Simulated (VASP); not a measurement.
An input for Quantum ESPRESSO's pw.x (written as the equivalent of a VASP run, and not itself run):

```
&CONTROL
  calculation = 'scf'
  pseudo_dir = './pseudo'
  outdir = './out'
  tprnfor = .true.
  tstress = .true.
/
&SYSTEM
  ibrav = 0
  nat = 3
  ntyp = 2
  ecutwfc = 74
  occupations = 'smearing'
  smearing = 'gaussian'
  degauss = 0.009996
  input_dft = 'pbe'
/
&ELECTRONS
  conv_thr = 7.3e-08
  electron_maxstep = 100
/
ATOMIC_SPECIES
  Si 28.085 Si.upf
  W 183.840 W.upf
CELL_PARAMETERS angstrom
    -1.5729000    1.5729000    3.8367000
     1.5729000   -1.5729000    3.8367000
     1.5729000    1.5729000   -3.8367000
ATOMIC_POSITIONS crystal
  Si   0.6669730  0.6832140  0.0253420
  Si   0.3639920  0.3030030 -0.0203880
  W   -0.0309660  0.0137840 -0.0049530
K_POINTS automatic
  7 7 9 0 0 0
```

Write the VASP files for the same calculation (PBE).

Several could match; the one computed here: 
**KPOINTS**
```
Automatic mesh
0
Gamma
7 7 9
0 0 0
```

### INCAR
```
! general
SYSTEM  = WSi2
PREC    = Accurate
ENCUT   = 300
LREAL   = F
LASPH   = T   ! aspherical one-centre terms

! electronic loop
EDIFF   = 1E-6
NELM    = 100   ! most electronic steps
ALGO    = Normal
LMAXMIX = 6   ! l cut-off of mixed one-centre charges

! smearing
ISMEAR  = 0
SIGMA   = 0.136   ! width (eV)

! functional
GGA     = PE   ! PBE

! ions
ISIF    = 2   ! forces and stress, cell fixed

! output
LWAVE   = F
LCHARG  = F
```

**POSCAR**
```
WSi2
1.0
 -1.5729000000   1.5729000000   3.8367000000
  1.5729000000  -1.5729000000   3.8367000000
  1.5729000000   1.5729000000  -3.8367000000
Si W
2 1
direct
  0.6669730000   0.6832140000   0.0253420000
  0.3639920000   0.3030030000  -0.0203880000
 -0.0309660000   0.0137840000  -0.0049530000
```

POTCAR, in this order: Si W_sv (PBE.64 set). Program: vasp_std.

Limits of the translation: the potentials are each code's own (VASP's PAW set, PseudoDojo norm-conserving files in pw.x), so ENCUT and ecutwfc are chosen apart and not converted; conv_thr bounds pw.x's estimated SCF error, while EDIFF bounds the energy change between steps.

The structure is a typed WSi2 crystal. The cell was not relaxed at this level, atoms are displaced from their ideal sites. The k-mesh is coarse (spacing up to 0.31 per Å, 2π included), so the numbers may not be converged in it.
